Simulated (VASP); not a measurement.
**HgTe (Coloradoite): relaxation of the atoms with PBEsol**

Crystal: HgTe (Coloradoite).

```
Hg Te
1.0
     0.00000    3.19150    3.19150
     3.19150    0.00000    3.19150
     3.19150    3.19150    0.00000
Hg Te
1 1
Direct
  0.00000 0.00000 0.00000
  0.25000 0.25000 0.25000
```

The cell isn't the ideal one: a relaxed cell with its volume scaled by 0.94.

```yaml
Program: VASP 6.6.1
Task: relaxation of the atoms
Functional: PBEsol
Potentials_or_basis: VASP PAW PBE potentials, release 64 (Hg, Te)
Cutoff: 600 eV
k_mesh: 10 × 10 × 10
Occupations: gaussian, width 0.03 eV
Spin: no spin polarisation
Further_INCAR_settings: ALGO = Normal; EDIFF = 1e-07; IBRION = 2; EDIFFG = -0.01; NSW = 40
```

```yaml
Pressure_after_relaxing: 3.1 GPa
Band_gap_on_the_k_mesh: none (metal or under the smearing width)
```

Final structure:
```
Hg Te
1.0
     0.00000    3.19150    3.19150
     3.19150    0.00000    3.19150
     3.19150    3.19150    0.00000
Hg Te
1 1
Direct
  0.00000 0.00000 0.00000
  0.25000 0.25000 0.25000
```

Levels at points of the mesh, in eV from the Fermi level:
| k point | band 6 | band 7 | band 8 | band 9 | band 10 | band 11 | band 12 | band 13 |
| --- | --- | --- | --- | --- | --- | --- | --- | --- |
| (0.00, 0.00, 0.00) | -7.00 | -0.72 | -0.01 | -0.01 | -0.01 | 4.10 | 4.10 | 4.10 |
| (0.50, 0.00, 0.00) | -6.68 | -5.81 | -1.08 | -1.08 | 0.63 | 4.93 | 4.93 | 6.69 |
| (0.50, 0.50, 0.00) | -6.51 | -5.69 | -2.47 | -2.47 | 1.81 | 2.27 | 8.24 | 8.96 |

It took 55 s on 1 thread of AMD EPYC 7R13 Processor (Zen 3), with other jobs on the host, peak memory 0.21 GiB.

Caveat: the relaxation stopped at its first step, so nothing moved; the PAW data sets were made with another functional, which shifts forces and pressure a little. Spin-orbit coupling is left out, which matters for the levels of Hg, Te.
